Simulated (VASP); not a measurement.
Wanted: the native input for a VASP 6.6.1 run.

```
Task                   : relaxation of shape and atoms at fixed volume
Functional             : PBE
Potentials or basis    : VASP PAW PBE potentials, release 64 (Sn, Se)
Cutoff                 : 300 eV
k mesh                 : 2 × 4 × 4
Occupations            : gaussian, width 0.03 eV
Spin                   : no spin polarisation
Further INCAR settings : ALGO = Normal; EDIFF = 1e-07; IBRION = 2; EDIFFG = -0.01; NSW = 40; ISIF = 4
```

The structure of SnSe lies in POSCAR:

```
SnSe                                    
1.0
   11.9934040205      0.0000000000      0.0000000000
    0.0000000000      4.2721228166      0.0000000000
    0.0000000000      0.0000000000      4.4793991882
  Sn              Se            
     4     4
Direct
     0.1243956973928080    0.2500000000000000    0.0993078228963249
     0.3756043026071921    0.7500000000000000    0.5993078228963246
     0.6243956973928081    0.2500000000000000    0.4006921771036751
     0.8756043026071919    0.7500000000000000    0.9006921771036754
     0.3550976478128754    0.2500000000000000    0.0209210976303412
     0.1449023521871246    0.7500000000000000    0.5209210976303408
     0.8550976478128753    0.2500000000000000    0.4790789023696588
     0.6449023521871247    0.7500000000000000    0.9790789023696592
```

The cell isn't the ideal one: a relaxed cell with its volume scaled by 1.02.

These files were run (other wordings do the same):

INCAR

```
SYSTEM = SnSe
ALGO = Normal
EDIFF = 1E-7
EDIFFG = -0.01
ENCUT = 300
GGA = PE
IBRION = 2
ISIF = 4
ISMEAR = 0
KPAR = 2
LASPH = .TRUE.
LCHARG = .FALSE.
LREAL = .FALSE.
LWAVE = .FALSE.
NELM = 80
NSW = 40
PREC = Accurate
SIGMA = 0.03
```

KPOINTS

```
k-points
0
G
  2 4 4
  0 0 0
```

Potentials or basis: VASP PAW PBE potentials, release 64 (Sn, Se).

The run is started by

```sh
$ cat potpaw_PBE.64/Sn/POTCAR potpaw_PBE.64/Se/POTCAR > POTCAR
$ mpirun -np 2 vasp_std > vasp.out
```

It gave:

The energy gained by relaxing is 0.9 meV/atom, the ionic steps are 7 and the pressure after relaxing is -0.4 GPa. The largest force after relaxing is 0.008 eV/Å and the band gap on the k mesh is 1.00 eV, indirect (least direct gap 1.18 eV).

Caveat: spin-orbit coupling is left out, which moves the levels of the heavy elements; this functional lacks dispersion, which binds the layers, so the pressure and a relaxed spacing across them are unreliable.

It took 60 s on 2 MPI ranks on Intel(R) Xeon(R) 6975P-C (Granite Rapids), on a shared host, peak memory 0.22 GiB a rank.
